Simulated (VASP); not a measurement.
Wanted: the native input for a VASP 6.6.1 run.

```
Task                   : relaxation of cell and atoms
Functional             : LDA
Potentials or basis    : VASP PAW LDA potentials, release 64 (Na_pv, B)
Cutoff                 : 600 eV
k mesh                 : 7 × 7 × 7
Occupations            : methfessel-paxton, width 0.1 eV
Spin                   : no spin polarisation
Further INCAR settings : ALGO = Normal; EDIFF = 1e-06; IBRION = 2; EDIFFG = -0.02; NSW = 60; ISIF = 3
```

The structure of Na2B lies in POSCAR:

```
Na2B
1.0
    2.7127986800     -2.8034367100      0.0000000000
    2.7127986800      2.8034367100      0.0000000000
    0.0000000000      0.0000000000      3.6709346900
Na B
2 1
Direct
    0.0000000000      0.5000000000      0.5000000000
    0.5000000000      0.0000000000      0.5000000000
    0.0000000000      0.0000000000      0.5000000000
```

The cell was built by a generator and needn't be a form met in nature.

The input as run:

INCAR

```
PREC = Accurate ; ENCUT = 600
EDIFF = 1E-6 ; ISMEAR = 1
SIGMA = 0.1 ; LREAL = F
LASPH = T ; NELM = 100
ALGO = Normal ; ISIF = 3
LWAVE = F ; LCHARG = F
IBRION = 2 ; NSW = 60
EDIFFG = -0.02
```

KPOINTS

```
regular mesh
0
Gamma
  7 7 7
```

Potentials or basis: VASP PAW LDA potentials, release 64 (Na_pv, B).

Launch:

```console
$ cat potpaw_LDA.64/Na_pv/POTCAR potpaw_LDA.64/B/POTCAR > POTCAR
$ mpirun -np 1 vasp_std > vasp.out
```

Results of the run:

```json
{
 "Relaxed volume": "21.17 Å³/atom",
 "Relaxed cell": "a = 5.020 Å, b = 5.020 Å, c = 2.520 Å, α = 90.00°, β = 90.00°, γ = 90.35°",
 "Space group after relaxing (to 0.05 Å)": "Cmmm (No. 65)",
 "Energy gained by relaxing": "1481.5 meV/atom",
 "Ionic steps": "16",
 "Pressure after relaxing": "0.0 GPa",
 "Band gap on the k mesh": "none (metal or under the smearing width)"
}
```

Run time: 3.3 min on 1 thread of AMD EPYC 9R45 96-Core Processor (Zen 5), with other jobs on the host, peak memory 0.16 GiB.
